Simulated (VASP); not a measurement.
InB3: single point with PBE

The system is InB3.

```
CELL_PARAMETERS angstrom
3.58401 0.00000 0.00000
0.00000 3.58401 0.00000
0.00000 0.00000 3.58401
ATOMIC_POSITIONS crystal
In 0.00000 0.00000 0.00000
B 0.00000 0.50000 0.50000
B 0.50000 0.00000 0.50000
B 0.50000 0.50000 0.00000
```

The cell was built by a generator and needn't be a form met in nature.

```json
{
 "Program": "VASP 6.6.1",
 "Task": "single point",
 "Functional": "PBE",
 "Potentials or basis": "VASP PAW PBE potentials, release 64 (In_d, B)",
 "Cutoff": "520 eV",
 "k mesh": "14 × 14 × 14",
 "Occupations": "gaussian, width 0.1 eV",
 "Spin": "no spin polarisation",
 "Dipole correction": "no",
 "Further INCAR settings": "ALGO = Normal; EDIFF = 1e-07; NBANDS = 19"
}
```

The pressure is 0.0 GPa and the band gap on the k mesh is none (metal or under the smearing width).

Levels at points of the mesh, in eV from the Fermi level:
```tsv
k point	band 7	band 8	band 9	band 10	band 11	band 12	band 13	band 14	band 15	band 16
(0.00, 0.00, 0.00)	-3.94	-3.94	-3.94	-1.91	-1.91	0.97	2.70	2.70	2.70	5.62
(0.50, 0.00, 0.00)	-10.54	-1.35	-1.13	-1.13	-0.86	-0.86	0.97	1.49	1.67	5.54
(0.50, 0.50, 0.00)	-8.18	-7.47	-7.26	1.03	1.22	1.22	1.73	1.81	1.81	5.23
(0.50, 0.50, 0.50)	-5.74	-5.74	-5.38	-4.88	-4.88	-4.88	-2.96	6.43	6.43	6.43
```

It took 54 s on 1 thread of Intel(R) Xeon(R) Platinum 8375C CPU @ 2.90GHz (Ice Lake) (shared host), peak memory 0.22 GiB.
